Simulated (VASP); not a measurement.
An input for Ansatz (written as the equivalent of a VASP run, and not itself run):

Ansatz 0.2 input:
```yaml
crystal:
  lattice:
    - [0.0000000, 2.1234740, 2.1234740]
    - [2.1234740, 0.0000000, 2.1234740]
    - [2.1234740, 2.1234740, 0.0000000]
  atoms:
    - { symbol: Mg, position: [0.0000000, 0.0000000, 0.0000000] }
    - { symbol: O, position: [0.5000000, 0.5000000, 0.5000000] }
kpoints:
  mp_grid: { grid: [10, 10, 10] }
hamiltonian:
  xc: pbe
  pseudopotentials: { kind: paw }
scf:
  occupations: { method: gaussian, width: 0.05 }
  max_iter: 100
relax:
  max_steps: 60
  f_tol: 0.01
  cell: {}
output: { forces: true, stress: true, eigenvalues: true }
```

Translate this input to VASP (INCAR, KPOINTS, POSCAR, choice of POTCAR).

This is not unique; one that fits is 
### INCAR
```
ALGO = Normal
EDIFF = 1E-6
EDIFFG = -0.01
ENCUT = 530
GGA = PE
IBRION = 2
ISIF = 3
ISMEAR = 0
LASPH = .TRUE.
LCHARG = .FALSE.
LREAL = .FALSE.
LWAVE = .FALSE.
NELM = 100
NSW = 60
PREC = Accurate
SIGMA = 0.05
SYSTEM = MgO
```

File KPOINTS:
```
Automatic mesh
0
Gamma
10 10 10
0 0 0
```

File POSCAR:
```
MgO
1
    0.0000000000     2.1234740118     2.1234740118
    2.1234740118     0.0000000000     2.1234740118
    2.1234740118     2.1234740118     0.0000000000
Mg O
1 1
Direct
  0.0000000000   0.0000000000   0.0000000000
  0.5000000000   0.5000000000   0.5000000000
```

POTCAR, in this order: Mg O (PBE.64 set). Program: vasp_std.

What does not carry over: each code has its own PAW files, so the cut-off isn't converted (ENCUT is set for VASP's; basis.ecutwfc is left out, and Ansatz then takes the one that its files recommend); Ansatz stops its SCF on the density residual and VASP on the energy change (EDIFF).

The compound is MgO in the rock salt structure. It was relaxed first. The start is the result of an earlier pass.
